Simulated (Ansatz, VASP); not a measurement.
## One calculation of BeCd3S4, two programs

The input POSCAR:

```
BeCd3S4
1.0
    5.6160231238      0.0000000000      0.0000000000
    0.0000000000      5.6160231238      0.0000000000
    0.0000000000      0.0000000000      5.6160231238
Be S Cd
1 4 3
Direct
    0.0000000000      0.0000000000      0.0000000000
    0.2216284717      0.2216284717      0.2216284717
    0.7783715283      0.7783715283      0.2216284717
    0.7783715283      0.2216284717      0.7783715283
    0.2216284717      0.7783715283      0.7783715283
    0.5000000000      0.5000000000      0.0000000000
    0.5000000000      0.0000000000      0.5000000000
    0.0000000000      0.5000000000      0.5000000000
```

The input INCAR.step1:

```
  PREC = Accurate
  ENCUT = 520
  ISMEAR = 0
  SIGMA = 0.01
  LREAL = False
  LASPH = True
  NELM = 60
  NBANDS = 41
  GGA = PE
  ALGO = Normal
  EDIFF = 1E-4
  LWAVE = True
  LCHARG = False
```

Contents of INCAR.step2:

```
  PREC = Accurate
  ENCUT = 520
  EDIFF = 1E-6
  ISMEAR = 0
  SIGMA = 0.01
  LREAL = False
  LASPH = True
  NELM = 60
  ALGO = Normal
  ISIF = 2
  LWAVE = False
  LCHARG = True
  METAGGA = R2SCAN
  LMIXTAU = True
  LELF = True
  LVHAR = True
  NBANDS = 41
  ISTART = 1
```

KPOINTS

```
regular mesh
0
Gamma
  4 4 4
```

Input for Ansatz:

```yaml
crystal:
  lattice:
    - [5.6160231238, 0.0, 0.0]
    - [0.0, 5.6160231238, 0.0]
    - [0.0, 0.0, 5.6160231238]
  atoms:
    - { symbol: Be, position: [0.0, 0.0, 0.0] }
    - { symbol: S, position: [0.2216284717, 0.2216284717, 0.2216284717] }
    - { symbol: Cd, position: [0.5, 0.5, 0.0] }
    - { symbol: S, position: [0.7783715283, 0.7783715283, 0.2216284717] }
    - { symbol: Cd, position: [0.5, 0.0, 0.5] }
    - { symbol: S, position: [0.7783715283, 0.2216284717, 0.7783715283] }
    - { symbol: Cd, position: [0.0, 0.5, 0.5] }
    - { symbol: S, position: [0.2216284717, 0.7783715283, 0.7783715283] }
kpoints:
  mp_grid: { grid: [4, 4, 4] }
  band_path:
    path:
      - [0.0, 0.0, 0.0]
      - [0.0, 0.5, 0.0]
      - [0.5, 0.5, 0.0]
      - [0.5, 0.5, 0.5]
      - [0.0, 0.5, 0.5]
    npoints: 1
hamiltonian:
  xc: r2scan
scf:
  occupations: { method: fixed }
  n_extra_bands: 6
output:
  forces: true
  stress: true
  eigenvalues: true
```

Alike in both runs: task single point; functional r2SCAN; k mesh 4 × 4 × 4; no spin polarisation.

```csv
,VASP,Ansatz
version,VASP 6.6.1,Ansatz 0.2.0
potentials or method,"VASP PAW PBE potentials, release 64 (Be, S, Cd)","plane waves, PAW"
plane-wave cutoff (eV),520,500
occupations,"gaussian, width 0.01 eV",fixed
valence electrons in the cell,62,86
```

```tsv
	VASP	Ansatz	Ansatz less VASP
gap on the k mesh at the Fermi level (eV)	2.18	2.17	-0.010
pressure (GPa)	0.3	0.0	-0.31
rms of the force components (eV/Å)	0.012	0.002	-0.0100
```

The two sets of potentials don't hold the same shells in valence.

Caveats: the PAW data sets were made with another functional, which shifts forces and pressure a little (VASP). r2SCAN opens gaps a little over a GGA but as a rule still falls short of measured ones. A k mesh can miss the band edges.
